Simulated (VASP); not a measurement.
Energy against volume of GaSb (zinc blende). Computed with vdW-DF-cx, VASP's PBE PAW potentials (set 64) (plane waves; VASP). Settings: 520 eV cut-off, 10×10×10 Γ-centred mesh, first-order Methfessel-Paxton smearing of 0.10 eV, potentials Ga_d Sb.

| V (Å³/atom) | E (eV/atom) |
|---|---|
| 27.989 | -1.11526 |
| 28.855 | -1.11921 |
| 29.720 | -1.11508 |
| 30.586 | -1.10411 |

Task: Fit these four points and predict the energy of the run at 27.123 Å³/atom.

Result: A cubic in V^(−2/3), the third-order Birch-Murnaghan form, passes through the four points with V0 = 28.82 Å³/atom and B0 = 50 GPa, and gives -1.1017 eV/atom there. The run gave -1.1018 eV/atom, -0.0 meV/atom from the fit; all five points give B0 = 50 GPa.

The compound is GaSb in the zinc blende structure. It was relaxed first.
